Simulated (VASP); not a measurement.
```yaml
crystal:
  lattice:
    - [0.00000, 2.73348, 2.73348]
    - [2.73348, 0.00000, 2.73348]
    - [2.73348, 2.73348, 0.00000]
  atoms:
    - { symbol: Ce, position: [0.00000, 0.00000, 0.00000] }
    - { symbol: O, position: [0.25000, 0.25000, 0.25000] }
    - { symbol: O, position: [0.75000, 0.75000, 0.75000] }
```

Level of theory: LDA (Ceperley-Alder, Perdew-Zunger), VASP's LDA PAW potentials (set 64) (plane waves; VASP). Run with 520 eV cut-off, 7×7×7 Γ-centred mesh, Gaussian smearing of 0.050 eV, potentials Ce O.

Q: The job: CeO₂ (fluorite), 3 atoms, LDA, static run, 520 eV, 7×7×7 Γ-centred mesh. Roughly how much core time does it take on a busy server core?

A: About 30 core-seconds (one run on a shared machine, a rough figure). It had 20 irreducible k-points, 16 bands, up to 1117 plane waves and 33 electronic steps.

The compound is CeO2 in the fluorite structure. This cell is one point of a volume scan, at 1.06 of the reference volume.
